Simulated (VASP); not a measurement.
ZrF2 in VASP: the effect of Hubbard term

ZrF2, a sheet with vacuum:

```
CELL_PARAMETERS angstrom
2.98876 0.00000 0.00000
-1.49438 2.58834 0.00000
0.00000 0.00000 29.71320
ATOMIC_POSITIONS crystal
Zr 0.00000 0.00000 0.26924
F 0.66667 0.33333 0.21936
F 0.33333 0.66667 0.31912
```

The cell was built by a generator and needn't be a form met in nature.

Alike in all runs:

| Quantity | Value |
| --- | --- |
| Program | VASP 6.6.1 |
| Task | single point |
| Functional | PBE |
| Potentials or basis | VASP PAW PBE potentials, release 64 (Zr_sv, F) |
| Cutoff | 520 eV |
| k mesh | 10 × 10 × 1 |
| Occupations | fermi-dirac, width 0.05 eV |
| Spin | no spin polarisation |
| Dipole correction | yes |
| Further INCAR settings | ALGO = Normal; EDIFF = 1e-06 |

Problem. One run gave: gap on the mesh 0.18 eV; largest force 0.97 eV/Å. Which Hubbard term did it use?
A. Zr d U = 5 eV
B. Zr d U = 3 eV
C. Zr d U = 8 eV
D. Zr d U = 2 eV
E. Zr d U = 6 eV

Solution. C.

| Hubbard term | gap on the mesh (eV) | largest force (eV/Å) |
| --- | --- | --- |
| Zr d U = 2 eV | 0.03 | 0.25 |
| Zr d U = 3 eV | 0.06 | 0.36 |
| Zr d U = 4 eV | 0.08 | 0.48 |
| Zr d U = 5 eV | 0.10 | 0.60 |
| Zr d U = 6 eV | 0.13 | 0.72 |
| Zr d U = 8 eV | 0.18 | 0.97 |

A k mesh can miss the band edges.

Not every run made on this cell is shown here.
